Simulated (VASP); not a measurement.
## MgCd2Te3: density of states with PBE

MgCd2Te3:

```xyz
6
Lattice="4.2983 0.0000 0.0000 -2.1492 3.7225 0.0000 0.0000 0.0000 10.5617" Properties=species:S:1:pos:R:3 pbc="T T T"
Mg    0.0000    0.0000    0.0000
Cd    0.0000    2.4816    7.0681
Cd    2.1492    1.2408    3.4937
Te    0.0000    0.0000    5.2809
Te    0.0000    2.4816    1.6899
Te    2.1492    1.2408    8.8718
```

The cell was built by a generator and needn't be a form met in nature.

| Item | Value |
| --- | --- |
| Program | VASP 6.6.1 |
| Task | density of states |
| Functional | PBE |
| Potentials or basis | VASP PAW PBE potentials, release 64 (Mg, Cd, Te) |
| Cutoff | 520 eV |
| k mesh | 8 × 8 × 4 |
| Occupations | gaussian, width 0.1 eV |
| Spin | no spin polarisation |
| k mesh for the DOS | 12 × 12 × 6 |
| Occupations for the DOS | tetrahedron |
| Further INCAR settings | ALGO = Normal; EDIFF = 1e-06; NBANDS = 31 |

| Property | Result |
| --- | --- |
| Valence electrons inside the program's atomic spheres | Mg 0.28; Cd 10.21; Te 3.39, 3.43 |

Levels at points of the mesh, in eV from the Fermi level:
| k point | band 18 | band 19 | band 20 | band 21 | band 22 | band 23 | band 24 | band 25 | band 26 | band 27 |
| --- | --- | --- | --- | --- | --- | --- | --- | --- | --- | --- |
| (0.00, 0.00, 0.00) | -0.25 | -0.24 | -0.24 | 0.03 | 0.03 | 0.85 | 3.04 | 3.07 | 4.67 | 4.67 |
| (0.50, 0.00, 0.00) | -1.87 | -1.45 | -1.22 | -0.82 | -0.70 | -0.61 | 2.26 | 2.55 | 3.97 | 4.42 |
| (0.00, 0.00, 0.50) | -0.44 | -0.12 | -0.12 | -0.04 | -0.04 | 2.30 | 2.61 | 2.96 | 4.22 | 4.22 |
| (0.50, 0.00, 0.50) | -2.53 | -1.57 | -1.52 | -0.13 | -0.12 | 0.40 | 0.92 | 2.92 | 4.18 | 4.20 |

States per cell in windows of 1 eV (zero at the Fermi level; states under -8 eV left out):
| from (eV) | total | Te4_p | Te5_p | Te6_p | Cd2_s | Cd3_s | Cd2_p |
| --- | --- | --- | --- | --- | --- | --- | --- |
| -8.0 | 1.42 | 0.00 | 0.00 | 0.00 | 0.00 | 0.00 | 0.00 |
| -7.0 | 0.00 | 0.00 | 0.00 | 0.00 | 0.00 | 0.00 | 0.00 |
| -6.0 | 0.00 | 0.00 | 0.00 | 0.00 | 0.00 | 0.00 | 0.00 |
| -5.0 | 2.54 | 0.21 | 0.16 | 0.16 | 0.20 | 0.20 | 0.01 |
| -4.0 | 3.02 | 0.20 | 0.28 | 0.28 | 0.10 | 0.10 | 0.03 |
| -3.0 | 3.38 | 0.33 | 0.35 | 0.35 | 0.05 | 0.05 | 0.06 |
| -2.0 | 4.68 | 0.53 | 0.61 | 0.61 | 0.03 | 0.03 | 0.08 |
| -1.0 | 4.40 | 0.68 | 0.63 | 0.63 | 0.02 | 0.02 | 0.04 |
| 0.0 | 0.69 | 0.06 | 0.04 | 0.04 | 0.07 | 0.07 | 0.01 |
| 1.0 | 1.49 | 0.11 | 0.06 | 0.06 | 0.15 | 0.15 | 0.03 |
| 2.0 | 2.06 | 0.14 | 0.10 | 0.10 | 0.18 | 0.18 | 0.04 |
| 3.0 | 2.26 | 0.06 | 0.07 | 0.07 | 0.04 | 0.04 | 0.09 |
| 4.0 | 4.43 | 0.09 | 0.08 | 0.08 | 0.02 | 0.02 | 0.23 |
| 5.0 | 4.85 | 0.19 | 0.14 | 0.14 | 0.04 | 0.04 | 0.19 |
| 6.0 | 2.20 | 0.13 | 0.09 | 0.09 | 0.03 | 0.03 | 0.08 |
| 7.0 | 0.02 | 0.00 | 0.00 | 0.00 | 0.00 | 0.00 | 0.00 |

It took 2.1 min on 2 MPI ranks on AMD EPYC 9R45 (Zen 5) (shared host), peak memory 0.59 GiB a rank.

 Spin-orbit coupling is left out, which matters for the levels of Te.
